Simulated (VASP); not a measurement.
Given:

```yaml
crystal:
  lattice:
    - [1.39591, 0.80593, 4.63143]
    - [-1.39591, 0.80593, 4.63143]
    - [0.00000, -1.61186, 4.63143]
  atoms:
    - { symbol: Pt, position: [0.50000, 0.50000, 0.50000] }
    - { symbol: Au, position: [0.00000, 0.00000, 0.00000] }
```

Computed with LDA (Ceperley-Alder, Perdew-Zunger), VASP's LDA PAW potentials (set 64) (plane waves; VASP). Numerical set-up: 400 eV cut-off, 17×17×17 Γ-centred mesh, tetrahedra with Blöchl corrections, potentials Pt Au.

Unless said otherwise, spin-orbit coupling is left out, though it shifts the bands of the heavy elements here.

Q: What does the run give for the energy per atom (σ→0), band gap (on the k-mesh) with the smallest direct gap where there is one?

A: 
| Item | Result |
|---|---|
| band gap (on the k-mesh) | none (metal, semimetal or under 0.01 eV) |
| energy per atom (σ→0) | -574.0 kJ/mol of atoms |

Only differences to runs with the same potentials and settings are physical.

The structure comes from a computed database's PtAu entry (R-3m); how it stands against other phases isn't given here. It was relaxed first. The electron count is odd and the run is not spin-polarised, which forces a metal.
